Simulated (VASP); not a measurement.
Input:

```
CaIrSi3
1.0
   -2.08487     2.08487     4.92584
    2.08487    -2.08487     4.92584
    2.08487     2.08487    -4.92584
Ca Si Ir
1 3 1
Cartesian
  0.00000   0.00000   9.84749
  0.00000   0.00000   4.03047
  2.08487   0.00000   2.55547
  0.00000   2.08487   2.55547
  0.00000   0.00000   6.37051
```

The numbers are results of PBEsol GGA, VASP's PBE PAW potentials (set 64) (plane waves; VASP 6.6.1), not measurements. Numerical set-up: 400 eV cut-off, 12×12×12 Γ-centred mesh, tetrahedra with Blöchl corrections, potentials Ca_sv Si Ir.

Unless said otherwise, spin-orbit coupling is left out, though it shifts the bands of the heavy elements here.

What does the run give for the energy per atom (σ→0), band gap (on the k-mesh) with the smallest direct gap where there is one?

The band gap (on the k-mesh) comes out as none (metal, semimetal or under 0.01 eV) and the energy per atom (σ→0) is -6.525 eV/atom.

The absolute energy has meaning only against runs of the same code, potentials and settings.

The structure comes from a computed database's CaSi3Ir entry (I4mm); how it stands against other phases isn't given here. It was relaxed first. The electron count is odd and the run is not spin-polarised, which forces a metal.
